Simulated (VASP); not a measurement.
Consider the following.

```
AlGa3Sb4
1.0
    0.00000     3.06316     3.06316
    3.06316     0.00000     3.06316
   12.23992    12.23992     0.01274
Ga Sb Al
3 4 1
Direct
  0.99899   0.99899   0.00076
  0.99984   0.99984   0.25012
  0.00091   0.00091   0.49931
  0.24973   0.24973   0.06270
  0.25044   0.25044   0.31217
  0.25148   0.25148   0.56139
  0.24891   0.24891   0.81331
  0.99970   0.99970   0.75023
```

Computed with PBEsol GGA, VASP's PBE PAW potentials (set 64) (plane waves; VASP 6.6.1). Run with 400 eV cut-off, Gaussian smearing of 0.050 eV, potentials Ga_d Sb Al.

Unless said otherwise, spin-orbit coupling is left out, though it shifts the bands of the heavy elements here.

Predict the band gap (along the path) with the smallest direct gap where there is one.

The band gap (along the path) is 0.18 eV. The smallest direct gap (along the path) comes out as 0.18 eV.

Total energies compare only between runs with the same potentials, cut-off and functional.

The structure was generated: AlGa3Sb4 was put into an ordered model structure (R3m), which need not be its known phase. It was relaxed first.
